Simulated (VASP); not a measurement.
KZnF3 (cubic perovskite):

```
CELL_PARAMETERS angstrom
      4.05000     0.00000     0.00000
      0.00000     4.05000     0.00000
      0.00000     0.00000     4.05000
ATOMIC_POSITIONS crystal
  K  0.00000 0.00000 0.00000
  Zn 0.50000 0.50000 0.50000
  F  0.50000 0.00000 0.50000
  F  0.00000 0.50000 0.50000
  F  0.50000 0.50000 0.00000
```

The lowest empty band near Γ, direction [100], from PBE with spin-orbit coupling in VASP (PAW); its two spin partners are averaged. The gap over the points computed is 3.79 eV, and the next band on that side lies 4.90 eV away at the edge.

Settings: 520 eV cut-off, 6×6×6 Γ-centred mesh, Gaussian smearing of 0.050 eV, potentials K_sv Zn F.

```json
[
 {"distance from the edge in k (1/Å)": "0.025", "distance in energy (meV)": "5.3"},
 {"distance from the edge in k (1/Å)": "0.035", "distance in energy (meV)": "10.5"},
 {"distance from the edge in k (1/Å)": "0.050", "distance in energy (meV)": "21.3"},
 {"distance from the edge in k (1/Å)": "0.070", "distance in energy (meV)": "41.7"}
]
```

Fit E(1 + αE) = ħ²k²/2m* (ħ²/2m0 = 3.810 eV Å²) and predict the row at 0.095 1/Å.

The rows don't resolve α, so a parabola serves: the electron mass is m* = 0.447 m0, and so 76.8 meV. The run gave 76.7 meV, -0.1 meV from the fit.

Left out are points under 3 meV from the edge, since the levels carry 0.1 meV, and points farther than half the way to the next band.

The compound is KZnF3 in the cubic perovskite structure. The cell was not relaxed at this level.
